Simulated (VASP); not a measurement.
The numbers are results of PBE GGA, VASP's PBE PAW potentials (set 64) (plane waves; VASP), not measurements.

VASP ran on this input.

### INCAR
```
! general
SYSTEM = AlN
PREC   = Accurate
ENCUT  = 520
LREAL  = .False.   ! projection in real space or not
LASPH  = .True.   ! aspherical one-centre terms
NELECT = 7.9

! electronic loop
EDIFF  = 1E-6   ! SCF stop (eV)
NELM   = 100
ALGO   = Normal   ! blocked Davidson

! smearing
ISMEAR = 0
SIGMA  = 0.05   ! width (eV)

! functional
GGA    = PE

! ions
ISIF   = 2   ! forces and stress, cell fixed

! output
LWAVE  = .False.
LCHARG = .False.
```

POSCAR:
```
AlN
3.0971280
  0.0000000000   0.7071067131   0.7071067131
  0.7071067131   0.0000000000   0.7071067131
  0.7071067131   0.7071067131   0.0000000000
Al N
1 1
direct
  0.0000000000   0.0000000000   0.0000000000
  0.2500000000   0.2500000000   0.2500000000
```

### KPOINTS
```
Automatic mesh
0
Gamma
 9 9 9
0 0 0
```

POTCAR, in this order: Al N (PBE.64 set). Program: vasp_std.

The run wrote:

**OSZICAR**
```
       N       E                     dE             d eps       ncg     rms          rms(c)
DAV:   1     0.958156890177E+01    0.95816E+01   -0.35051E+03   560   0.707E+02
DAV:   2    -0.169919718274E+02   -0.26574E+02   -0.26421E+02   760   0.142E+02
DAV:   3    -0.174943656744E+02   -0.50239E+00   -0.48058E+00   632   0.252E+01
DAV:   4    -0.174959224756E+02   -0.15568E-02   -0.15568E-02   872   0.136E+00
DAV:   5    -0.174959247068E+02   -0.22312E-05   -0.22309E-05   624   0.410E-02    0.813E+00
DAV:   6    -0.154370414708E+02    0.20589E+01   -0.11543E+01   584   0.218E+01    0.279E+00
DAV:   7    -0.154280288424E+02    0.90126E-02   -0.11113E-01   584   0.330E+00    0.191E+00
DAV:   8    -0.154239331608E+02    0.40957E-02   -0.17091E-02   632   0.179E+00    0.386E-01
DAV:   9    -0.154236413296E+02    0.29183E-03   -0.85134E-04   776   0.227E-01    0.195E-01
DAV:  10    -0.154237443249E+02   -0.10300E-03   -0.26141E-04   632   0.137E-01    0.297E-02
DAV:  11    -0.154237433707E+02    0.95421E-06   -0.61507E-06   680   0.198E-02
   1 F= -.15423743E+02 E0= -.15423315E+02  d E =-.856634E-03
```

File OUTCAR:
```
------------------------ aborting loop because EDIFF is reached ----------------------------------------
  FORCE on cell =-STRESS in cart. coord.  units (eV):
  Direction    XX          YY          ZZ          XY          YZ          ZX
  --------------------------------------------------------------------------------------
  Total       -0.5650974     -0.5650974     -0.5650974      0.0000000      0.0000000      0.0000000
  in kB      -43.0994316    -43.0994316    -43.0994316      0.0000000      0.0000000      0.0000000
  external PRESSURE =     -43.0994316 kB  Pullay stress =       0.0000000 kB
  volume of cell :       21.01
      direct lattice vectors                 reciprocal lattice vectors
     0.000000000  2.190000000  2.190000000    -0.228310502  0.228310502  0.228310502
     2.190000000  0.000000000  2.190000000     0.228310502 -0.228310502  0.228310502
     2.190000000  2.190000000  0.000000000     0.228310502  0.228310502 -0.228310502
  FREE ENERGIE OF THE ION-ELECTRON SYSTEM (eV)
  ---------------------------------------------------
  free  energy   TOTEN  =       -15.4237433707 eV

  energy  without entropy=      -15.4228867371  energy(sigma->0) =      -15.42331505
```
(Selected blocks of OUTCAR.)

The cell is charged, with a uniform compensating background.

The compound is AlN in the zinc blende structure, a metastable form; wurtzite is the usual one. The cell was not relaxed at this level. The run is one of a series of settings (NELECT = 7.9 against the base run), some of them coarse on purpose.
